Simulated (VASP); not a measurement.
```
BiIn
1.0
    0.00000     3.16387     3.16387
    3.16387     0.00000     3.16387
    3.16387     3.16387     0.00000
In Bi
1 1
Cartesian
  0.00000   0.00000   0.00000
  1.58194   1.58194   1.58194
```

These are PBEsol GGA, VASP's PBE PAW potentials (set 64) (plane waves; VASP 6.6.1) values and carry that method's errors. Settings: 500 eV cut-off, 10×10×10 Γ-centred mesh, first-order Methfessel-Paxton smearing of 0.10 eV, potentials In_d Bi_d.

Energy and stress use the plane-wave basis of the starting cell.

### Question
The ions, cell shape and volume at an external pressure of 20.0 GPa are relaxed. Give the cell that the relaxation ends in.

### Answer

```
BiIn
1.0
    0.00000     3.05633     3.05633
    3.05633     0.00000     3.05633
    3.05633     3.05633     0.00000
In Bi
1 1
Direct
  0.00000   0.00000   0.00000
  0.25000   0.25000   0.25000
```
Space group F-43m (216), at a tolerance of 0.03 Å.

### Question
How do energy and volume change from the first to the last step?

### Answer
The energy (σ→0) changes by +283.9 meV/atom and the volume by -9.9 %, in 5 ionic steps.

The structure was generated: InBi was put into the zinc blende type (F-43m), which need not be its known phase. This run relaxes it under an external pressure of 20 GPa. Symmetry was kept, so distortions that lower it aren't found.
